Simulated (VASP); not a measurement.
Take AlAs (zinc blende), against free atoms with fixed spin and no zero-point term, in VASP with PAW potentials, and its cohesive energy.

Q: One run gives 3.69 eV/atom. Which level is it?
A. PBE-D3(BJ)
B. RPBE
C. PBE
D. PBEsol

A: C, PBE.  The others give 3.34 (RPBE), 4.00 (PBE-D3(BJ)), 4.04 (PBEsol).

Only levels that ran to the end are used. Left out are those held back, those with too coarse a band path, GW runs whose mesh misses a band edge, hybrids' fits of cells that aren't cubic and levels without matching references; a question may draw on a part of the rest.
